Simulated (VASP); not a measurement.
Here is the system:

```
CELL_PARAMETERS angstrom
      4.00764     0.00000     0.00000
     -2.00382     3.47072     0.00000
      0.00000     0.00000     3.89517
ATOMIC_POSITIONS crystal
  Gd 0.00000 0.00000 0.50000
  Ni 0.33333 0.66667 0.00000
  As 0.66667 0.33333 0.00000
```

These are PBEsol GGA, VASP's PBE PAW potentials (set 64) (plane waves; VASP 6.6.1) values and carry that method's errors. Run with 400 eV cut-off, Gaussian smearing of 0.050 eV, potentials Gd_3 Ni As.

The 4f electrons are frozen in the core of the lanthanide potential, so 4f levels, which can set the real gap, and their magnetism are missing.

Task: Give the energies of bands 5 to 15 at the high-symmetry points, in eV from the Fermi level.

Result: 
| band | Γ | M | K | A | L | H |
|---|---|---|---|---|---|---|
| 5 | -3.78 | -5.91 | -4.79 | -5.25 | -4.80 | -5.42 |
| 6 | -3.78 | -2.87 | -4.74 | -3.86 | -4.03 | -3.64 |
| 7 | -2.77 | -2.84 | -3.17 | -3.86 | -3.28 | -2.94 |
| 8 | -1.66 | -2.52 | -2.15 | -1.99 | -1.82 | -2.01 |
| 9 | -1.66 | -1.87 | -2.09 | -1.99 | -1.70 | -1.97 |
| 10 | -0.92 | -1.86 | -1.58 | -1.24 | -1.69 | -1.55 |
| 11 | -0.05 | -0.83 | -1.34 | 1.58 | -1.26 | -1.30 |
| 12 | -0.05 | -0.30 | 0.41 | 1.58 | -0.81 | -0.89 |
| 13 | 0.32 | 0.46 | 1.17 | 1.93 | -0.40 | -0.01 |
| 14 | 1.83 | 3.63 | 2.56 | 1.93 | 3.57 | 4.19 |
| 15 | 3.69 | 4.04 | 2.64 | 2.34 | 4.57 | 4.24 |

It has no gap at this level: it comes out as a metal or semimetal.

The structure comes from a computed database's GdNiAs entry (P-6m2); how it stands against other phases isn't given here. It was relaxed first. The run is not spin-polarised, so no magnetic state was tried.
